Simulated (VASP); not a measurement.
A convergence study with VASP on Sn (space group no. 141 when undisturbed): one setting is varied, all else stays as given below, so the limit is that of these other settings. One atom is moved off its site, so that forces are finite.

```xyz
2
Lattice="-2.9237 2.9237 1.5948 2.9237 -2.9237 1.5948 2.9237 2.9237 -1.5948" Properties=species:S:1:pos:R:3 pbc="T T T"
Sn     2.9237     0.0000     0.8474
Sn     0.0000     0.0000     0.0000
```

The numbers are results of PBE GGA, VASP's PBE PAW potentials (set 64) (plane waves; VASP 6.6.1), not measurements. The tightest run used: 300 eV cut-off, 17×17×17 Γ-centred mesh, Gaussian smearing of 0.10 eV, potentials Sn_d.

**Question.** The settings run are 2×2×2 mesh; 3×3×3 mesh; 4×4×4 mesh; 5×5×5 mesh; 6×6×6 mesh; 7×7×7 mesh; 8×8×8 mesh; 9×9×9 mesh; 10×10×10 mesh; 11×11×11 mesh; 14×14×14 mesh; 15×15×15 mesh; 17×17×17 mesh. From which on does the energy per atom stay within 0.01 eV/atom of the tightest run?

**Answer.** From 8×8×8 mesh on: it is off by 0.0084 there and by no more than 0.01 in any finer run, while 7×7×7 mesh is off by 0.0135.
```json
[
 {"setting": "2×2×2 mesh", "E (eV/atom)": "-4.0877", "pressure (GPa)": "3.81", "largest force (eV/Å)": "0.081", "irreducible k-points": "5", "difference judged (eV/atom)": "0.2895"},
 {"setting": "3×3×3 mesh", "E (eV/atom)": "-3.6268", "pressure (GPa)": "0.98", "largest force (eV/Å)": "0.015", "irreducible k-points": "8", "difference judged (eV/atom)": "0.1715"},
 {"setting": "4×4×4 mesh", "E (eV/atom)": "-3.7534", "pressure (GPa)": "1.54", "largest force (eV/Å)": "0.028", "irreducible k-points": "18", "difference judged (eV/atom)": "0.0449"},
 {"setting": "5×5×5 mesh", "E (eV/atom)": "-3.7949", "pressure (GPa)": "2.13", "largest force (eV/Å)": "0.029", "irreducible k-points": "27", "difference judged (eV/atom)": "0.0033"},
 {"setting": "6×6×6 mesh", "E (eV/atom)": "-3.7904", "pressure (GPa)": "1.64", "largest force (eV/Å)": "0.026", "irreducible k-points": "46", "difference judged (eV/atom)": "0.0078"},
 {"setting": "7×7×7 mesh", "E (eV/atom)": "-3.8118", "pressure (GPa)": "1.52", "largest force (eV/Å)": "0.002", "irreducible k-points": "64", "difference judged (eV/atom)": "0.0135"},
 {"setting": "8×8×8 mesh", "E (eV/atom)": "-3.7898", "pressure (GPa)": "1.71", "largest force (eV/Å)": "0.024", "irreducible k-points": "95", "difference judged (eV/atom)": "0.0084"},
 {"setting": "9×9×9 mesh", "E (eV/atom)": "-3.7937", "pressure (GPa)": "1.72", "largest force (eV/Å)": "0.023", "irreducible k-points": "125", "difference judged (eV/atom)": "0.0046"},
 {"setting": "10×10×10 mesh", "E (eV/atom)": "-3.7969", "pressure (GPa)": "1.70", "largest force (eV/Å)": "0.023", "irreducible k-points": "171", "difference judged (eV/atom)": "0.0013"},
 {"setting": "11×11×11 mesh", "E (eV/atom)": "-3.7985", "pressure (GPa)": "1.73", "largest force (eV/Å)": "0.023", "irreducible k-points": "216", "difference judged (eV/atom)": "0.0002"},
 {"setting": "14×14×14 mesh", "E (eV/atom)": "-3.7953", "pressure (GPa)": "1.67", "largest force (eV/Å)": "0.019", "irreducible k-points": "428", "difference judged (eV/atom)": "0.0030"},
 {"setting": "15×15×15 mesh", "E (eV/atom)": "-3.7968", "pressure (GPa)": "1.69", "largest force (eV/Å)": "0.026", "irreducible k-points": "512", "difference judged (eV/atom)": "0.0014"},
 {"setting": "17×17×17 mesh", "E (eV/atom)": "-3.7982", "pressure (GPa)": "1.64", "largest force (eV/Å)": "0.023", "irreducible k-points": "729", "difference judged (eV/atom)": "0.0000"}
]
```

Left out are rungs that failed or repeat a setting and relaxations that didn't move; long series are thinned to 24 rows.

The structure is a typed Sn crystal (space group no. 141). The cell was not relaxed at this level, it is distorted from the ideal structure.
